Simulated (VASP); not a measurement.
Given:

```xyz
6
Lattice="5.0057 0.0000 0.0000 0.0000 5.0057 0.0000 0.0000 0.0000 3.4317" Properties=species:S:1:pos:R:3 pbc="T T T"
Pb     0.0000     0.0000     0.0000
Pb     2.5028     2.5028     1.7158
O      1.5383     1.5383     0.0000
O      4.0411     0.9646     1.7158
O      0.9646     4.0411     1.7158
O      3.4674     3.4674     0.0000
```

All values below come from vdW-DF-cx, VASP's PBE PAW potentials (set 64) (plane waves; VASP). Run with 520 eV cut-off, Gaussian smearing of 0.050 eV, potentials Pb_d O.

Unless said otherwise, spin-orbit coupling is left out, though it shifts the bands of the heavy elements here.

**Question.** What does the run give for the band gap (along the path) with the smallest direct gap where there is one?

**Answer.** 
| Quantity | Value |
|---|---|
| band gap (along the path) | none (metal, semimetal or under 0.01 eV) |

Only differences to runs with the same potentials and settings are physical.

The compound is PbO2 in the rutile structure. It was relaxed first.
